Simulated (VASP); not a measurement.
Consider the following.

```yaml
crystal:
  lattice:
    - [0.00000, 3.14047, 3.14047]
    - [3.14047, 0.00000, 3.14047]
    - [3.14047, 3.14047, 0.00000]
  atoms:
    - { symbol: Ga, position: [0.00000, 0.00000, 0.00000] }
    - { symbol: Sb, position: [0.25000, 0.25000, 0.25000] }
```

Computed with HSEsol screened hybrid, VASP's PBE PAW potentials (set 64) (plane waves; VASP 6.6.1). Numerical set-up: 520 eV cut-off, 6×6×6 Γ-centred mesh, Gaussian smearing of 0.050 eV, potentials Ga_d Sb.

Unless said otherwise, spin-orbit coupling is left out, though it shifts the bands of the heavy elements here.

**Question.** What does the run give for the energy per atom (σ→0), pressure, band gap (on the k-mesh) with the smallest direct gap where there is one?

**Answer.** 
```yaml
band gap (on the k-mesh): 0.14 eV
smallest direct gap (on the k-mesh): 0.14 eV
energy per atom (σ→0): -4.689 eV/atom
pressure: -5.04 GPa
```

Total energies compare only between runs with the same potentials, cut-off and functional.

The compound is GaSb in the zinc blende structure. This cell is one point of a volume scan, at 1.03 of the reference volume. The cell's shape comes from a PBE relaxation.
